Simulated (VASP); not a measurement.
Energy against volume of AgCl (rock salt). Calculation: PBE GGA with D4 dispersion, VASP's PBE PAW potentials (set 64) (plane waves; VASP 6.6.1). Numerical set-up: 520 eV cut-off, 8×8×8 Γ-centred mesh, Gaussian smearing of 0.050 eV, potentials Ag Cl.

| V (Å³/atom) | E (eV/atom) |
|---|---|
| 19.666 | -3.02149 |
| 20.293 | -3.03210 |
| 20.921 | -3.03553 |
| 21.549 | -3.03306 |

Problem. Fit these four points and predict the energy of the run at 22.176 Å³/atom.

Solution. A cubic in V^(−2/3), the third-order Birch-Murnaghan form, passes through the four points with V0 = 20.95 Å³/atom and B0 = 50 GPa, and gives -3.0258 eV/atom there. The run gave -3.0256 eV/atom, +0.1 meV/atom from the fit; all five points give B0 = 50 GPa.

The compound is AgCl in the rock salt structure. It was relaxed first.
